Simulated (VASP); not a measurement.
An input for Quantum ESPRESSO's pw.x (written as the equivalent of a VASP run, and not itself run):

```
&CONTROL
  calculation = 'scf'
  pseudo_dir = './pseudo'
  outdir = './out'
  tprnfor = .true.
  tstress = .true.
/
&SYSTEM
  ibrav = 0
  nat = 2
  ntyp = 2
  ecutwfc = 102
  occupations = 'smearing'
  smearing = 'methfessel-paxton'
  degauss = 0.00735
  input_dft = 'pbe'
  vdw_corr = 'grimme-d3'
  dftd3_version = 4
  dftd3_threebody = .false.
/
&ELECTRONS
  conv_thr = 7.3e-09
  electron_maxstep = 100
/
ATOMIC_SPECIES
  Cd 112.414 Cd.upf
  O 15.999 O.upf
CELL_PARAMETERS angstrom
     0.0000000    2.3226787    2.3226787
     2.3226787    0.0000000    2.3226787
     2.3226787    2.3226787    0.0000000
ATOMIC_POSITIONS crystal
  Cd   0.0000000  0.0000000  0.0000000
  O    0.5000000  0.5000000  0.5000000
K_POINTS automatic
  13 13 13 0 0 0
```

Task: Write the VASP files for the same calculation (PBE-D3(BJ)).

Result: One answer among several that fit: 
File POSCAR:
```
CdO
2.3226790
  0.0000000000   0.9999998745   0.9999998745
  0.9999998745   0.0000000000   0.9999998745
  0.9999998745   0.9999998745   0.0000000000
Cd O
1 1
Cart
  0.0000000000   0.0000000000   0.0000000000
  0.9999998745   0.9999998745   0.9999998745
```

INCAR:
```
# general
SYSTEM  = CdO
PREC    = Accurate
ENCUT   = 520
LREAL   = .False.
LASPH   = .True.

# electronic loop
EDIFF   = 1E-7
NELM    = 100
ALGO    = Normal
LMAXMIX = 4

# smearing
ISMEAR  = 1
SIGMA   = 0.1

# functional
GGA     = PE
IVDW    = 12

# ions
ISIF    = 2

# output
LWAVE   = .False.
LCHARG  = .False.
```

**KPOINTS**
```
Automatic
0
gamma
  13 13 13
```

POTCAR, in this order: Cd O (PBE.64 set). Program: vasp_std.

The two are equivalent in intent, not identical: the potentials are each code's own (VASP's PAW set, PseudoDojo norm-conserving files in pw.x), so ENCUT and ecutwfc are chosen apart and not converted; conv_thr bounds pw.x's estimated SCF error, while EDIFF bounds the energy change between steps.

The compound is CdO in the rock salt structure. This cell is one point of a volume scan, at 0.94 of the reference volume.
